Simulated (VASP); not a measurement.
VASP ran on this input.

File POSCAR:
```
ZrS2
1.0
  1.8300000000  -3.1696530000   0.0000000000
  1.8300000000   3.1696530000   0.0000000000
  0.0000000000   0.0000000000   5.8200000000
Zr S
1 2
Cart
  0.1200000000   0.0500000003   0.0000000000
  1.8300000000   1.0565531131   1.4550000000
  1.8300000000  -1.0565531131   4.3650000000
```

### KPOINTS
```
Automatic mesh
0
Gamma
6 6 4
0 0 0
```

**INCAR**
```
SIGMA  =  0.05
EDIFFG  =  -0.01
IBRION  =  2
ISMEAR  =  0
LREAL  =  F
NELM  =  100   ! most electronic steps
LCHARG  =  F
LMAXMIX  =  4
LWAVE  =  F
NSW  =  40   ! most ionic steps
LASPH  =  T   ! aspherical one-centre terms
ENCUT  =  400   ! plane-wave cut-off (eV)
SYSTEM  =  ZrS2
GGA  =  PE   ! PBE
EDIFF  =  1E-6
PREC  =  Accurate
ISIF  =  2   ! forces and stress, cell fixed
ALGO  =  Normal   ! blocked Davidson
```

POTCAR, in this order: Zr_sv S (PBE.64 set). Program: vasp_std.

Q: Write an equivalent input for Quantum ESPRESSO's pw.x.

A: One equivalent input (not run):
```
&CONTROL
  calculation = 'relax'
  pseudo_dir = './pseudo'
  outdir = './out'
  tprnfor = .true.
  tstress = .true.
  nstep = 40
  forc_conv_thr = 0.00039
/
&SYSTEM
  ibrav = 0
  nat = 3
  ntyp = 2
  ecutwfc = 66
  occupations = 'smearing'
  smearing = 'gaussian'
  degauss = 0.003675
  input_dft = 'pbe'
/
&ELECTRONS
  conv_thr = 7.3e-08
  electron_maxstep = 100
/
&IONS
/
ATOMIC_SPECIES
  Zr 91.224 Zr.upf
  S 32.060 S.upf
CELL_PARAMETERS angstrom
     1.8300000   -3.1696530    0.0000000
     1.8300000    3.1696530    0.0000000
     0.0000000    0.0000000    5.8200000
ATOMIC_POSITIONS crystal
  Zr   0.0248996  0.0406742  0.0000000
  S    0.3333330  0.6666670  0.2500000
  S    0.6666670  0.3333330  0.7500000
K_POINTS automatic
  6 6 4 0 0 0
```
Limits of the translation: the potentials are each code's own (VASP's PAW set, PseudoDojo norm-conserving files in pw.x), so ENCUT and ecutwfc are chosen apart and not converted; conv_thr bounds pw.x's estimated SCF error, while EDIFF bounds the energy change between steps; forc_conv_thr acts on force components and is met together with etot_conv_thr.

The compound is ZrS2 in the 1T layered structure. In the starting cell atoms are displaced from their ideal sites. This run relaxes the ions in a fixed cell.
